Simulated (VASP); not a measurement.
# Al3BiO3 (P31m) in VASP: a series of runs

Runs on Al3BiO3. Level: PBE. Tasks: relaxation of cell and atoms.

Everything below comes from runs of VASP 6.6.1. Logs are shortened: lines on timing, memory, paths and dates and some standing lists are left out, and cuts for length are marked.

## Step 1: Starting point

The structure is trigonal, space group P31m (No. 157). The conventional cell has a = 5.382 Å, b = 5.382 Å, c = 5.647 Å, α = 90.00°, β = 90.00°, γ = 120.00°. Al (site symmetry m) has 3 O at 1.79 to 1.87 Å as nearest neighbours. Bi (site symmetry 3m) has 3 Al at 2.83 Å as nearest neighbours. O (site symmetry m) has 3 Al at 1.79 to 1.87 Å as nearest neighbours.

The cell was built by a generator and needn't be a form met in nature.

## Step 2: Relaxation of cell and atoms, PBE

INCAR

```
  PREC = Accurate
  ENCUT = 520
  EDIFF = 1E-6
  ISMEAR = 0
  SIGMA = 0.1
  LREAL = F
  LASPH = T
  NELM = 120
  ALGO = Normal
  ISIF = 3
  LWAVE = F
  LCHARG = F
  GGA = PE
  IBRION = 2
  NSW = 90
  EDIFFG = -0.01
  KPAR = 4
```

KPOINTS

```
regular mesh
0
Gamma
  6 6 6
```

POSCAR

```
Al3BiO3
1.0
    5.3820222000      0.0000000000      0.0000000000
   -2.6910111000      4.6609679500      0.0000000000
    0.0000000000      0.0000000000      5.6470000000
Al Bi O
3 1 3
Direct
    0.6852471200      0.0000000000      0.7001947900
    0.0000000000      0.6852471200      0.7001947900
    0.3147528800      0.3147528800      0.7001947900
    0.0000000000      0.0000000000      0.1009385500
    0.3606466000      0.0000000000      0.6339649400
    0.0000000000      0.3606466000      0.6339649400
    0.6393534000      0.6393534000      0.6339649400
```

Potentials or basis: VASP PAW PBE potentials, release 64 (Al, Bi_d, O).

Started as:

```console
$ cat potpaw_PBE.64/Al/POTCAR potpaw_PBE.64/Bi_d/POTCAR potpaw_PBE.64/O/POTCAR > POTCAR
$ mpirun -np 4 vasp_std > vasp.out
```

OUTCAR:

```text
PREC = Accurate
   ENCUT = 520
   EDIFF = 1E-6
   ISMEAR = 0
   LREAL = F
   LASPH = T
   NELM = 120
   ISIF = 3
   GGA = PE
   IBRION = 2
   NSW = 90
   EDIFFG = -0.01

 ion  position               nearest neighbor table
   1  0.685  0.000  0.700-   5 1.79   6 1.87   7 1.87   4 2.83   3 2.93   2 2.93   3 3.20   2 3.20
                             3 3.20   2 3.20
   2  0.000  0.685  0.700-   6 1.79   7 1.87   5 1.87   4 2.83   1 2.93   3 2.93   1 3.20   3 3.20
                             3 3.20   1 3.20
   3  0.315  0.315  0.700-   7 1.79   6 1.87   5 1.87   4 2.83   1 2.93   2 2.93   1 3.20   2 3.20
                             2 3.20   1 3.20
   4  0.000  0.000  0.101-   1 2.83   2 2.83   3 2.83
   5  0.361  0.000  0.634-   1 1.79   2 1.87   3 1.87
   6  0.000  0.361  0.634-   2 1.79   3 1.87   1 1.87
   7  0.639  0.639  0.634-   3 1.79   2 1.87   1 1.87

  LATTYP: Found a hexagonal cell.
 ALAT       =     5.3820222000
 C/A-ratio  =     1.0492338735

  Lattice vectors:

 A1 = (   5.3820222000,   0.0000000000,   0.0000000000)
 A2 = (  -2.6910111000,   4.6609679500,   0.0000000000)
 A3 = (   0.0000000000,   0.0000000000,   5.6470000000)

Analysis of symmetry for initial positions (statically):
=====================================================================
 Subroutine PRICEL returns:
 Original cell was already a primitive cell.

 Routine SETGRP: Setting up the symmetry group for a
 hexagonal supercell.

 Subroutine GETGRP returns: Found  6 space group operations
 (whereof  6 operations were pure point group operations)
 out of a pool of 24 trial point group operations.

The static configuration has the point symmetry C_3v.

Analysis of symmetry for dynamics (positions and initial velocities):
=====================================================================
 Subroutine PRICEL returns:
 Original cell was already a primitive cell.

 Routine SETGRP: Setting up the symmetry group for a
 hexagonal supercell.

 Subroutine GETGRP returns: Found  6 space group operations
 (whereof  6 operations were pure point group operations)
 out of a pool of 24 trial point group operations.

The dynamic configuration has the point symmetry C_3v.

 Subroutine INISYM returns: Found  6 space group operations
 (whereof  6 operations are pure point group operations),
 and found     1 'primitive' translations

----------------------------------------------------------------------------------------

                                     Primitive cell

  volume of cell :     141.6574

  direct lattice vectors                    reciprocal lattice vectors
     5.382022200  0.000000000  0.000000000     0.185803767  0.107273855  0.000000000
    -2.691011100  4.660967950  0.000000000     0.000000000  0.214547710  0.000000000
     0.000000000  0.000000000  5.647000000     0.000000000  0.000000000  0.177085178

  length of vectors
     5.382022200  5.382022201  5.647000000     0.214547710  0.214547710  0.177085178

  position of ions in fractional coordinates (direct lattice)
     0.685247120  0.000000000  0.700194790
     0.000000000  0.685247120  0.700194790
     0.314752880  0.314752880  0.700194790
     0.000000000  0.000000000  0.100938550
     0.360646600  0.000000000  0.633964940
     0.000000000  0.360646600  0.633964940
     0.639353400  0.639353400  0.633964940

  ion indices of the primitive-cell ions
   primitive index   ion index
                 1           1
                 2           2
                 3           3
                 4           4
                 5           5
                 6           6
                 7           7

----------------------------------------------------------------------------------------

 KPOINTS: regular mesh

Automatic generation of k-mesh.
 Grid dimensions read from file:
 generate k-points for:    6    6    6

 Generating k-lattice:

  Cartesian coordinates                     Fractional coordinates (reciprocal lattice)
     0.030967295  0.017878976  0.000000000     0.166666667  0.000000000  0.000000000
     0.000000000  0.035757952  0.000000000     0.000000000  0.166666667  0.000000000
     0.000000000  0.000000000  0.029514196     0.000000000  0.000000000  0.166666667

  Length of vectors
     0.035757952  0.035757952  0.029514196

  Shift w.r.t. Gamma in fractional coordinates (k-lattice)
     0.000000000  0.000000000  0.000000000

 Subroutine IBZKPT returns following result:
 ===========================================

 Found     34 irreducible k-points:

 Following reciprocal coordinates:
            Coordinates               Weight
  0.000000  0.000000  0.000000      1.000000
  0.166667  0.000000  0.000000      6.000000
  0.333333  0.000000  0.000000      6.000000
  0.500000 -0.000000  0.000000      3.000000
  0.166667  0.166667  0.000000      6.000000
  0.333333  0.166667  0.000000     12.000000
[... 16 lines left out ...]
 -0.166667  0.333333  0.333333      6.000000
  0.333333  0.166667  0.333333     12.000000
 [... further k-points ...]
   k-points           NKPTS =     34   k-points in BZ     NKDIM =     34   number of bands    NBANDS=     25
   number of dos      NEDOS =    301   number of ions     NIONS =      7
   total plane-waves  NPLWV =  67200
   dimension x,y,z NGX =    40 NGY =   40 NGZ =   42
   dimension x,y,z NGXF=    80 NGYF=   80 NGZF=   84
   ions per type =               3   1   3
   NGX,Y,Z   is equivalent  to a cutoff of  12.36, 12.36, 12.36 a.u.
   NGXF,Y,Z  is equivalent  to a cutoff of  24.71, 24.71, 24.73 a.u.
 SYSTEM =  unknown system
   PREC   = accura    normal or accurate (medium, high low for compatibility)
   ISTART =      0    job   : 0-new  1-cont  2-samecut
   ICHARG =      2    charge: 1-file 2-atom 10-const
   ISPIN  =      1    spin polarized calculation?
   LNONCOLLINEAR =      F non collinear calculations
   LSORBIT =      F    spin-orbit coupling
   LASPH  =      T    aspherical Exc in radial PAW
   ENCUT  =  520.0 eV  38.22 Ry    6.18 a.u.  10.01 10.01 10.50*2*pi/ulx,y,z
   NELM   =    120;   NELMIN=  2; NELMDL= -5     # of ELM steps
   EDIFF  = 0.1E-05   stopping-criterion for ELM
   LREAL  =      F    real-space projection
   EDIFFG = -.1E-01   stopping-criterion for IOM
   NSW    =     90    number of steps for IOM
   IBRION =      2    ionic relax: 0-MD 1-quasi-New 2-CG
   NFREE  =      1    steps in history (QN), initial steepest desc. (CG)
   ISIF   =      3    stress and relaxation
   ISYM   =      2    0-nonsym 1-usesym 2-fastsym
   POTIM  = 0.5000    time-step for ionic-motion
   TEBEG  =    0.0;   TEEND  =   0.0 temperature during run
   PSTRESS=    0.0 pullay stress
   NELECT =      42.0000    total number of electrons
   NUPDOWN=      -1.0000    fix difference up-down
   EMIN   =  10.00;   EMAX   =-10.00  energy-range for DOS
   EFERMI =   0.00;   METHOD = LEGACY
   ISMEAR =     0;   SIGMA  =   0.10  broadening in eV -4-tet -1-fermi 0-gaus
   EFERMI_NEDOS =   21; number of points for ismear=-14 and -15
   IALGO  =     38    algorithm
   IMIX   =      4    mixing-type and parameters
     AMIX     =   0.40;   BMIX     =  1.00
     AMIX_MAG =   1.60;   BMIX_MAG =  1.00
  volume/ion in A,a.u.               =      20.24       136.56
  Fermi-wavevector in a.u.,A,eV,Ry     =   1.091637  2.062894 16.213664  1.191671
  Thomas-Fermi vector in A             =   2.227886
   LORBIT       =      0    0 simple, 1 ext, 2 COOP (PROOUT), +10 PAW based schemes
   GGA     = PE    functional components
   LHFCALC =     F    Hartree Fock is set to
   AEXX    =    0.0000 exact exchange contribution
   IVDW    =     0    specifies the selected vdW correction
   LEPSILON=     F    determine dielectric tensor
   LRPA    =     F    only Hartree local field effects (RPA)
 conjugate gradient relaxation of ions
 non-spin polarized calculation
 Gauss-broadening in eV      SIGMA  =   0.10
  energy-cutoff  :      520.00
  volume of cell :      141.66
 maximum number of plane-waves:      3840
   NGX = 21   NGY = 21   NGZ = 21

--------------------------------------- Ionic step        1  -------------------------------------------

 number of electron      42.0000004 magnetization

 Free energy of the ion-electron system (eV)
  ---------------------------------------------------
  ext. energy  EPLUGINS =         0.00000000
  ---------------------------------------------------
  free energy    TOTEN  =       -42.20445320 eV

  energy without entropy =      -42.20429171  energy(sigma->0) =      -42.20437245

------------------------ aborting loop because EDIFF is reached ----------------------------------------

  FORCE on cell =-STRESS in cart. coord.  units (eV):
  Direction    XX          YY          ZZ          XY          YZ          ZX
  --------------------------------------------------------------------------------------
  -------------------------------------------------------------------------------------
  Total       -1.7870324     -1.7870324      0.6010142      0.0000000     -0.0000000      0.0000000
  in kB      -20.2117361    -20.2117361      6.7976049      0.0000000     -0.0000000      0.0000000
  external PRESSURE =     -11.2086224 kB  Pullay stress =       0.0000000 kB
[... 104 lines left out ...]
  FREE ENERGIE OF THE ION-ELECTRON SYSTEM (eV)
  ---------------------------------------------------
  free  energy   TOTEN  =       -42.5214410965 eV

  energy  without entropy=      -42.5214410964  energy(sigma->0) =      -42.52144110

[... ionic steps 4 to 20 ...]

--------------------------------------- Ionic step       21  -------------------------------------------

 number of electron      41.9999993 magnetization

------------------------ aborting loop because EDIFF is reached ----------------------------------------
[... 77 lines left out ...]
--------------------------------------- Ionic step       23  -------------------------------------------

 number of electron      41.9999992 magnetization

 Free energy of the ion-electron system (eV)
  ---------------------------------------------------
  ext. energy  EPLUGINS =         0.00000000
  ---------------------------------------------------
  free energy    TOTEN  =       -42.73859330 eV

  energy without entropy =      -42.73859329  energy(sigma->0) =      -42.73859330

 E-fermi :   3.6115     XC(G=0):  -8.2320

 val. band max:        3.2575871877   @ k =   0.0000   0.0000   0.0000
 cond. band min:       3.9412562335   @ k =   0.0000   0.0000   0.0000
 fundamental gap:      0.6836690459
 Fermi energy:         3.6114515949

 k-point     1 :       0.0000    0.0000    0.0000
  band No.  band energies     occupation
      1     -18.0630      2.00000
      2     -18.0576      2.00000
      3     -18.0576      2.00000
      4     -18.0470      2.00000
      5     -18.0470      2.00000
      6     -17.4583      2.00000
[... 661 lines left out ...]
     24       6.9528      0.00000
     25       7.6535      0.00000

 [... further k-points ...]

------------------------ aborting loop because EDIFF is reached ----------------------------------------

  FORCE on cell =-STRESS in cart. coord.  units (eV):
  Direction    XX          YY          ZZ          XY          YZ          ZX
  --------------------------------------------------------------------------------------
  -------------------------------------------------------------------------------------
  Total        0.0064520      0.0064520      0.0309016      0.0000000      0.0000000      0.0000000
  in kB        0.0709483      0.0709483      0.3398052      0.0000000      0.0000000      0.0000000
  external PRESSURE =       0.1605673 kB  Pullay stress =       0.0000000 kB
[... 22 lines left out ...]
  FREE ENERGIE OF THE ION-ELECTRON SYSTEM (eV)
  ---------------------------------------------------
  free  energy   TOTEN  =       -42.7385933043 eV

  energy  without entropy=      -42.7385932940  energy(sigma->0) =      -42.73859330

 reached required accuracy - stopping structural energy minimisation
```

It took 7.8 min on 4 MPI ranks of Intel Xeon Platinum 8488C (Sapphire Rapids), shared host; peak memory 0.33 GiB.

Results:

- Free energy: -42.7386 eV
- Relaxed volume: 20.81 Å³/atom
- Relaxed cell: a = 5.156 Å, b = 5.156 Å, c = 6.329 Å, α = 90.00°, β = 90.00°, γ = 120.00°
- Space group after relaxing (to 0.05 Å): P31m (No. 157)
- Energy gained by relaxing: 76.3 meV/atom
- Ionic steps: 23
- Pressure after relaxing: 0.0 GPa
- Largest force after relaxing: 0.005 eV/Å
- Band gap on the k mesh: 0.68 eV, direct

Forces on the atoms (eV/Å):
```
Al   0.002  0.000 -0.002
Al  -0.001  0.002 -0.002
Al  -0.001 -0.002 -0.002
Bi   0.000  0.000  0.001
O    0.004  0.000  0.002
O   -0.002  0.004  0.002
O   -0.002 -0.004  0.002
```

Step by step:
```
step  energy change (eV)  largest force (eV/Å)  pressure (GPa)  volume (Å³)
   1              0.0000                1.0545           -1.12       141.66
   2             -0.2505                0.5579           -0.04       138.76
   3             -0.3170                0.6630            0.79       136.57
   4             -0.4094                0.6306            0.02       137.24
   5             -0.4096                0.6633           -0.03       137.27
   6             -0.4706                0.4445            0.26       137.47
   7             -0.4817                0.5368            0.49       137.57
   8             -0.5011                0.2099           -0.03       139.23
   9             -0.5014                0.1916           -0.09       139.47
  10             -0.5127                0.1587            0.66       139.96
  11             -0.5133                0.1930            0.90       140.11
  12             -0.5211                0.1528            0.63       141.41
  13             -0.5314                0.1041           -0.13       145.35
  14             -0.5334                0.0333           -0.07       145.43
  15             -0.5339                0.0272           -0.03       145.49
  16             -0.5339                0.0302           -0.02       145.50
  17             -0.5340                0.0134            0.04       145.46
  18             -0.5340                0.0150            0.06       145.44
  19             -0.5341                0.0154            0.00       145.58
  20             -0.5341                0.0218           -0.02       145.64
  21             -0.5341                0.0149            0.00       145.66
  22             -0.5341                0.0114            0.01       145.67
  23             -0.5341                0.0047            0.02       145.70
```

Final structure:
```
Al Bi O
1.0
     5.15597    0.00000    0.00000
    -2.57798    4.46520    0.00000
     0.00000    0.00000    6.32865
Al Bi O
3 1 3
Direct
  0.68316 0.00000 0.72103
  0.00000 0.68316 0.72103
  0.31684 0.31684 0.72103
  0.00000 0.00000 0.08022
  0.35367 0.00000 0.62004
  0.00000 0.35367 0.62004
  0.64633 0.64633 0.62004
```

Caveat: spin-orbit coupling is left out, which as a rule narrows the gap of such compounds by several tenths of an eV. As with any semilocal functional, this PBE gap is likely too small.

## Step 3: Relaxation of cell and atoms, PBE

This run uses another cell than the first one, of 20.81 Å³/atom, 1.029 times its volume.

INCAR

```
  PREC = Accurate
  ENCUT = 520
  EDIFF = 1E-7
  ISMEAR = 0
  SIGMA = 0.1
  LREAL = F
  LASPH = T
  NELM = 120
  ALGO = Normal
  ISIF = 3
  LWAVE = F
  LCHARG = F
  GGA = PE
  IBRION = 2
  NSW = 60
  EDIFFG = -0.005
  POTIM = 0.3
  KPAR = 4
```

KPOINTS is that of step 2.

POSCAR

```
Al3BiO3                                 
1.0
    5.1559684586      0.0000000000     -0.0000000000
   -2.5779842293      4.4651996672      0.0000000000
   -0.0000000000     -0.0000000000      6.3286478171
  Al              Bi              O             
     3     1     3
Direct
     0.6831614740735010    0.0000000000000000    0.7210272673470040
     0.0000000000000194    0.6831614740735398    0.7210272673470040
     0.3168385259264798    0.3168385259264603    0.7210272673470040
     0.0000000000000000    0.0000000000000000    0.0802217748088467
     0.3536719618621749    0.0000000000000000    0.6200380543833772
     0.9999999999999963    0.3536719618621676    0.6200380543833772
     0.6463280381378289    0.6463280381378325    0.6200380543833772
```

Potentials or basis: VASP PAW PBE potentials, release 64 (Al, Bi_d, O).

Started as:

```console
$ cat potpaw_PBE.64/Al/POTCAR potpaw_PBE.64/Bi_d/POTCAR potpaw_PBE.64/O/POTCAR > POTCAR
$ mpirun -np 4 vasp_std > vasp.out
```

It took 11 min on 4 MPI ranks of Intel Xeon Platinum 8488C (Sapphire Rapids), shared host; peak memory 0.35 GiB.

The run converged. Its results:

```yaml
Free_energy: -42.7687 eV
Relaxed_volume: 21.84 Å³/atom
Relaxed_cell: a = 5.152 Å, b = 5.152 Å, c = 6.650 Å, α = 90.00°, β = 90.00°, γ = 120.00°
Space_group_after_relaxing_to_0.05_Å: P31m (No. 157)
Energy_gained_by_relaxing: 1.8 meV/atom
Ionic_steps: 23
Pressure_after_relaxing: 0.0 GPa
Band_gap_on_the_k_mesh: 0.72 eV, direct
```

Forces in eV/Å, atoms in the order of the input:
```
Al   0.001  0.000  0.002
Al  -0.001  0.001  0.002
Al  -0.001 -0.001  0.002
Bi   0.000  0.000 -0.002
O    0.000  0.000 -0.002
O    0.000  0.000 -0.002
O    0.000  0.000 -0.002
```

The path:
```csv
step,energy change (eV),largest force (eV/Å),pressure (GPa),volume (Å³)
1,0.0000,0.0042,0.23,145.70
2,-0.0009,0.0577,0.08,146.07
3,-0.0014,0.1536,-0.17,146.73
4,-0.0019,0.1593,-0.14,146.83
5,-0.0033,0.1760,-0.05,147.14
6,-0.0047,0.2109,0.14,147.75
7,-0.0057,0.1792,0.13,147.99
8,-0.0081,0.0805,0.11,148.72
9,-0.0091,0.1319,0.09,150.18
10,-0.0093,0.0995,0.09,149.74
11,-0.0106,0.0677,0.09,150.40
12,-0.0115,0.0738,0.08,151.42
13,-0.0115,0.0853,0.08,151.66
14,-0.0123,0.0431,0.01,152.26
15,-0.0124,0.0305,-0.02,152.59
16,-0.0125,0.0180,-0.01,152.66
17,-0.0126,0.0171,-0.01,152.70
18,-0.0126,0.0058,0.02,152.69
19,-0.0126,0.0059,0.02,152.69
20,-0.0126,0.0062,0.01,152.73
21,-0.0126,0.0069,-0.01,152.81
22,-0.0126,0.0055,-0.01,152.82
23,-0.0126,0.0025,0.00,152.87
```

Final structure:
```
Al Bi O
1.0
     5.15203    0.00000    0.00000
    -2.57601    4.46179    0.00000
     0.00000    0.00000    6.65024
Al Bi O
3 1 3
Direct
  0.68298 0.00000 0.72154
  0.00000 0.68298 0.72154
  0.31702 0.31702 0.72154
  0.00000 0.00000 0.06430
  0.35326 0.00000 0.62483
  0.00000 0.35326 0.62483
  0.64674 0.64674 0.62483
```

Levels at points of the mesh, in eV from the valence-band top:
```csv
k point,band 17,band 18,band 19,band 20,band 21,band 22,band 23,band 24,band 25
"(0.00, 0.00, 0.00)",-4.48,-4.48,-1.29,0.00,0.00,0.72,2.63,3.69,3.76
"(0.50, 0.00, 0.00)",-5.12,-4.71,-1.58,-1.02,-0.44,1.59,3.07,3.53,4.79
"(0.00, 0.00, 0.50)",-4.50,-4.50,-1.97,-0.02,-0.02,1.21,3.53,3.66,3.93
"(0.50, 0.00, 0.50)",-5.04,-4.70,-1.36,-1.27,-0.40,1.73,2.62,4.04,4.91
```

Caveat: spin-orbit coupling is left out, which as a rule narrows the gap of such compounds by several tenths of an eV. A k mesh can miss the band edges.
